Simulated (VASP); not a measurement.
Given:

```yaml
crystal:
  lattice:
    - [2.90553, 0.00000, 0.00000]
    - [-1.45277, 2.51626, 0.00000]
    - [0.00000, 0.00000, 16.35107]
  atoms:
    - { symbol: N, position: [0.00000, 0.00000, 0.50000] }
    - { symbol: Ta, position: [0.33333, 0.66667, 0.57189] }
    - { symbol: Ta, position: [0.66667, 0.33333, 0.42811] }
```

The numbers are results of PBE GGA, VASP's PBE PAW potentials (set 64) (plane waves; VASP), not measurements. Settings: 400 eV cut-off, 7×7×1 Γ-centred mesh, Gaussian smearing of 0.050 eV, potentials N Ta_pv.

At this cut-off the stress carries a Pulay error, which pulls relaxed volumes low. The cell holds a wide vacuum, so values per volume refer to the whole cell.

Q: Give the force on each atom (eV/Å).

A: 
| atom | Fx | Fy | Fz |
|---|---|---|---|
| N1 | 0.000 | 0.000 | 0.000 |
| Ta2 | 0.000 | 0.000 | 3.048 |
| Ta3 | 0.000 | 0.000 | -3.048 |

Q: Give the stress tensor in GPa (positive for a compressed cell).

A: 
```
16.46   0.00   0.00
 0.00  16.46   0.00
 0.00   0.00   8.88
```
The pressure is its mean diagonal, 13.93 GPa.

The cell is a sheet with vacuum, built from a generated structure.
